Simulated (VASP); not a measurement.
Calculation: PBE GGA, VASP's PBE PAW potentials (set 64) (plane waves; VASP).

Input for VASP

POSCAR:
```
Hf
1
    1.5950000000    -2.7626210000     0.0000000000
    1.5950000000     2.7626210000     0.0000000000
    0.0000000000     0.0000000000     5.0500000000
Hf
2
Direct
  0.3333330000   0.6666670000   0.2500000000
  0.6666670000   0.3333330000   0.7500000000
```

**INCAR**
```
SYSTEM = Hf
PREC = Accurate
ENCUT = 400
EDIFF = 1E-6
NELM = 100
ALGO = Normal
LREAL = .FALSE.
LASPH = .TRUE.
ISMEAR = 1
SIGMA = 0.1
GGA = PE
LMAXMIX = 6
LWAVE = .FALSE.
LCHARG = .FALSE.
ISIF = 2
KSPACING = 0.4
KGAMMA = .FALSE.
```

POTCAR, in this order: Hf_pv (PBE.64 set). Program: vasp_std.

Gaps are read on the run's mesh, which can miss a band edge. Unless said otherwise, spin-orbit coupling is left out, though it shifts the bands of the heavy elements here.

### Question
What does the run give for the energy per atom (σ→0), band gap (on the k-mesh)?

### Answer

```json
{
 "energy per atom (σ→0)": "-9.929 eV/atom",
 "band gap (on the k-mesh)": "none (metal, semimetal or under 0.01 eV)"
}
```

**OSZICAR**
```
...
DAV:   6    -0.200493654481E+02    0.51719E+00   -0.49680E-01   720   0.545E+00    0.385E+01
DAV:   7    -0.198670858830E+02    0.18228E+00   -0.84047E-01   702   0.679E+00    0.217E+00
DAV:   8    -0.198574027849E+02    0.96831E-02   -0.52368E-02   750   0.175E+00    0.219E-01
DAV:   9    -0.198575199351E+02   -0.11715E-03   -0.12282E-03   942   0.277E-01    0.197E-01
DAV:  10    -0.198575069212E+02    0.13014E-04   -0.71545E-05   774   0.674E-02    0.265E-01
DAV:  11    -0.198575084429E+02   -0.15217E-05   -0.84245E-06   822   0.236E-02    0.134E-02
DAV:  12    -0.198575086663E+02   -0.22342E-06   -0.53444E-07   516   0.608E-03
   1 F= -.19857509E+02 E0= -.19857764E+02  d E =0.766685E-03
```

The compound is Hf in the hcp structure. The cell was not relaxed at this level. The run is one of a series of settings (KGAMMA = .FALSE., KSPACING = 0.4, KPOINTS file removed against the base run), some of them coarse on purpose.
